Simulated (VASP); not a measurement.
Computed with optB88-vdW, VASP's PBE PAW potentials (set 64) (plane waves; VASP).

Input for VASP

**INCAR**
```
SYSTEM = GaAs
PREC = Accurate
ENCUT = 520
EDIFF = 1E-6
NELM = 100
ALGO = Normal
LREAL = .FALSE.
LASPH = .TRUE.
ISMEAR = 1
SIGMA = 0.1
GGA = BO
PARAM1 = 0.1833333333
PARAM2 = 0.22
LUSE_VDW = .TRUE.
AGGAC = 0.0
LMAXMIX = 4
LWAVE = .FALSE.
LCHARG = .FALSE.
IBRION = 2
ISIF = 3
NSW = 60
EDIFFG = -0.01
```

File KPOINTS:
```
Automatic mesh
0
Gamma
10 10 10
0 0 0
```

POSCAR:
```
GaAs
1
   -0.0000000000     2.8713709669     2.8713709669
    2.8713709669     0.0000000000     2.8713709669
    2.8713709669     2.8713709669     0.0000000000
Ga As
1 1
Direct
  0.0000000000   0.0000000000   0.0000000000
  0.2500000000   0.2500000000   0.2500000000
```

POTCAR, in this order: Ga_d As (PBE.64 set). Program: vasp_std.

Output of the run:

**OSZICAR**
```
       N       E                     dE             d eps       ncg     rms          rms(c)
DAV:   1     0.883273941757E+02    0.88327E+02   -0.92332E+03  1222   0.190E+03
DAV:   2     0.347330863882E+01   -0.84854E+02   -0.82192E+02  1327   0.337E+02
DAV:   3    -0.325845564041E+01   -0.67318E+01   -0.66937E+01  1562   0.780E+01
DAV:   4    -0.337199116363E+01   -0.11354E+00   -0.11350E+00  1326   0.113E+01
DAV:   5    -0.337420781071E+01   -0.22166E-02   -0.22165E-02  1510   0.139E+00    0.264E+00
DAV:   6    -0.322145548955E+01    0.15275E+00   -0.26703E-01  1809   0.794E+00    0.155E+00
DAV:   7    -0.319959891759E+01    0.21857E-01   -0.79873E-02  1462   0.186E+00    0.540E-01
DAV:   8    -0.319919799542E+01    0.40092E-03   -0.86897E-03  1402   0.126E+00    0.866E-02
DAV:   9    -0.319935443320E+01   -0.15644E-03   -0.97052E-04  1411   0.484E-01    0.475E-02
DAV:  10    -0.319937998295E+01   -0.25550E-04   -0.55060E-05  1729   0.825E-02    0.265E-02
DAV:  11    -0.319939934913E+01   -0.19366E-04   -0.22052E-05  1267   0.533E-02    0.177E-03
DAV:  12    -0.319939947861E+01   -0.12948E-06   -0.51126E-07  1126   0.123E-02
   1 F= -.31993995E+01 E0= -.31994309E+01  d E =-.319940E+01
```

OUTCAR:
```
------------------------ aborting loop because EDIFF is reached ----------------------------------------
  FORCE on cell =-STRESS in cart. coord.  units (eV):
  Direction    XX          YY          ZZ          XY          YZ          ZX
  --------------------------------------------------------------------------------------
  Total       -0.0018079     -0.0018079     -0.0018079      0.0000000      0.0000000      0.0000000
  in kB       -0.0611762     -0.0611762     -0.0611762      0.0000000      0.0000000      0.0000000
  external PRESSURE =      -0.0611762 kB  Pullay stress =       0.0000000 kB
  volume of cell :       47.35
      direct lattice vectors                 reciprocal lattice vectors
     0.000000000  2.871370967  2.871370967    -0.174132847  0.174132847  0.174132847
     2.871370967  0.000000000  2.871370967     0.174132847 -0.174132847  0.174132847
     2.871370967  2.871370967  0.000000000     0.174132847  0.174132847 -0.174132847
  FREE ENERGIE OF THE ION-ELECTRON SYSTEM (eV)
  ---------------------------------------------------
  free  energy   TOTEN  =        -3.1993994786 eV

  energy  without entropy=       -3.1994936542  energy(sigma->0) =       -3.19943087

 reached required accuracy - stopping structural energy minimisation
```
(Selected blocks of OUTCAR.)

The compound is GaAs in the zinc blende structure. It was relaxed first, which changed the volume by +5 %. The start is the result of an earlier pass.
